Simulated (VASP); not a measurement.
Given:

```yaml
crystal:
  lattice:
    - [3.84524, 0.00000, -0.00366]
    - [0.00000, 3.86426, 0.00000]
    - [-1.82695, 0.00000, 6.51012]
  atoms:
    - { symbol: Ta, position: [0.64798, 0.00000, 0.79233] }
    - { symbol: Ta, position: [0.35202, 0.00000, 0.20767] }
    - { symbol: O, position: [0.66404, 0.50000, 0.79930] }
    - { symbol: O, position: [0.33596, 0.50000, 0.20070] }
    - { symbol: O, position: [0.18909, 0.00000, 0.87045] }
    - { symbol: O, position: [0.81091, 0.00000, 0.12955] }
    - { symbol: O, position: [0.50000, 0.00000, 0.50000] }
```

Method: PBEsol GGA, VASP's PBE PAW potentials (set 64) (plane waves; VASP). Run with 520 eV cut-off, Gaussian smearing of 0.050 eV, potentials Ta_pv O.

Unless said otherwise, spin-orbit coupling is left out, though it shifts the bands of the heavy elements here.

What does the run give for the band gap (along the path) with the smallest direct gap where there is one?

The band gap (along the path) is 2.14 eV. The smallest direct gap (along the path) is 2.80 eV.

The absolute energy has meaning only against runs of the same code, potentials and settings.

The structure comes from a computed database's Ta2O5 entry (P2/m); how it stands against other phases isn't given here. It was relaxed first.
